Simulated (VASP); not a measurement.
KZnF₃ (cubic perovskite) relaxed at rising pressure, in one space group throughout; other phases were not tried. The pressures are those reached. Level of theory: LDA (Ceperley-Alder, Perdew-Zunger), VASP's LDA PAW potentials (set 64) (plane waves; VASP).

| P (GPa) | V (Å³/atom) | k-mesh |
|---|---|---|
| 0.03 | 12.604 | 6×6×6 |
| 5.07 | 12.021 | 6×6×6 |
| 10.04 | 11.573 | 6×6×6 |
| 19.99 | 10.886 | 6×6×6 |
| 29.98 | 10.370 | 6×6×6 |

Q: Fit an equation of state and predict the volume at 45.04 GPa.

A: Least squares on the third-order Birch-Murnaghan form, P = (3B0/2)(y⁷ − y⁵)[1 + (3/4)(B′ − 4)(y² − 1)] with y = (V0/V)^(1/3), gives V0 = 12.607 Å³/atom, B0 = 95 GPa and B′ = 4.9, and so 9.780 Å³/atom. The run gave 9.770 Å³/atom, -0.1 % from the fit.

Pressures at which the relaxation failed are left out.

The compound is KZnF3 in the cubic perovskite structure.
